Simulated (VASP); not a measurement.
Given:

```
ZrN
1.0
    0.00000     2.28396     2.28396
    2.28396     0.00000     2.28396
    2.28396     2.28396     0.00000
Zr N
1 1
Direct
  0.00000   0.00000   0.00000
  0.50000   0.50000   0.50000
```

Method: PBE GGA with D4 dispersion, VASP's PBE PAW potentials (set 64) (plane waves; VASP). Numerical set-up: 520 eV cut-off, Gaussian smearing of 0.050 eV, potentials Zr_sv N.

What does the run give for the band gap (along the path) with the smallest direct gap where there is one?

```
Quantity                                                     Result
-------------------------  ----------------------------------------
band gap (along the path)  none (metal, semimetal or under 0.01 eV)
```

Total energies compare only between runs with the same potentials, cut-off and functional.

The compound is ZrN in the rock salt structure. It was relaxed first. The electron count is odd and the run is not spin-polarised, which forces a metal.
